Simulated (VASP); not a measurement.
Wanted: the native input for a VASP 6.6.1 run.

| Item | Value |
| --- | --- |
| Task | relaxation of cell and atoms |
| Functional | PBE |
| Potentials or basis | VASP PAW PBE potentials, release 64 (Be, Pt, Br) |
| Cutoff | 600 eV |
| k mesh | 6 × 6 × 4 |
| Occupations | gaussian, width 0.1 eV |
| Spin | no spin polarisation |
| Dipole correction | no |
| Further INCAR settings | ALGO = Normal; EDIFF = 1e-06; IBRION = 2; EDIFFG = -0.04; NSW = 90; ISIF = 3 |

The structure of BePtBr2 lies in POSCAR:

```
BePtBr2
1.0
    3.7586371600      0.0000000000      0.0000000000
   -1.8793185800      3.2550752700      0.0000000000
    0.0000000000      0.0000000000      6.1561607800
Be Pt Br
1 1 2
Direct
    0.0000000000      0.0000000000      0.5000000000
    0.0000000000      0.0000000000      0.0000000000
    0.3333333300      0.6666666700      0.7029410200
    0.6666666700      0.3333333300      0.2970589800
```

The cell was built by a generator and needn't be a form met in nature.

These files were run (other wordings do the same):

INCAR

```
PREC = Accurate
ENCUT = 600
EDIFF = 1E-6
ISMEAR = 0
SIGMA = 0.1
LREAL = F
LASPH = T
NELM = 100
ALGO = Normal
ISIF = 3
LWAVE = F
LCHARG = F
GGA = PE
IBRION = 2
NSW = 90
EDIFFG = -0.04
```

KPOINTS

```
regular mesh
0
Gamma
  6 6 4
```

Potentials or basis: VASP PAW PBE potentials, release 64 (Be, Pt, Br).

Launch:

```bash
$ cat potpaw_PBE.64/Be/POTCAR potpaw_PBE.64/Pt/POTCAR potpaw_PBE.64/Br/POTCAR > POTCAR
$ mpirun -np 1 vasp_std > vasp.out
```

Results of the run:

```json
{
  "Relaxed volume": "20.54 Å³/atom",
  "Relaxed cell": "a = 3.246 Å, b = 3.246 Å, c = 9.008 Å, α = 90.00°, β = 90.00°, γ = 120.00°",
  "Space group after relaxing (to 0.05 Å)": "P-3m1 (No. 164)",
  "Energy gained by relaxing": "251.8 meV/atom",
  "Ionic steps": "35",
  "Pressure after relaxing": "0.0 GPa",
  "Largest force after relaxing": "0.035 eV/Å",
  "Band gap on the k mesh": "none (metal or under the smearing width)"
}
```

Caveat: this functional lacks dispersion, which binds the layers, so the pressure and a relaxed spacing across them are unreliable.

Run time: 11 min on 1 thread of Intel(R) Xeon(R) Platinum 8259CL CPU @ 2.50GHz (Skylake/Cascade Lake), on a shared host, peak memory 0.25 GiB.
